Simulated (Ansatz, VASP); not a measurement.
One calculation of TiIn2, two programs

```xyz
3
Lattice="0.0000 3.3578 3.3578 3.3578 0.0000 3.3578 3.3578 3.3578 0.0000" Properties=species:S:1:pos:R:3 pbc="T T T"
Ti    3.3578    3.3578    3.3578
In    1.6789    1.6789    1.6789
In    5.0367    5.0367    5.0367
```

Alike in both runs: task relaxation of cell and atoms; functional PBE; k mesh 4 × 4 × 4; occupations gaussian, width 0.1 eV; no spin polarisation.

|  | VASP | Ansatz |
| --- | --- | --- |
| version | VASP 6.6.1 | Ansatz 0.2.0 |
| potentials or method | VASP PAW PBE potentials, release 64 (Ti_sv, In_d) | scalar-relativistic, plane waves, PAW |
| plane-wave cutoff (eV) | 600 | 420 |
| valence electrons in the cell | 38 | 38 |

|  | VASP | Ansatz | Ansatz less VASP |
| --- | --- | --- | --- |
| gap on the k mesh at the Fermi level, each at its own relaxed structure (eV) | none | none | - |
| relaxed volume (Å³/atom) | 24.62 | 24.74 | +0.118 |
| relaxed cell length with the largest relative difference (Å) | 4.709 | 4.717 | +0.0075 |
| energy change over the relaxation (meV/atom) | -2 | -2 | -0.1 |

A gap of «none» marks a metal or a gap that the smearing closes.

Caveats: the k mesh is coarse (spacing up to 0.41 Å⁻¹), so the values aren't converged.
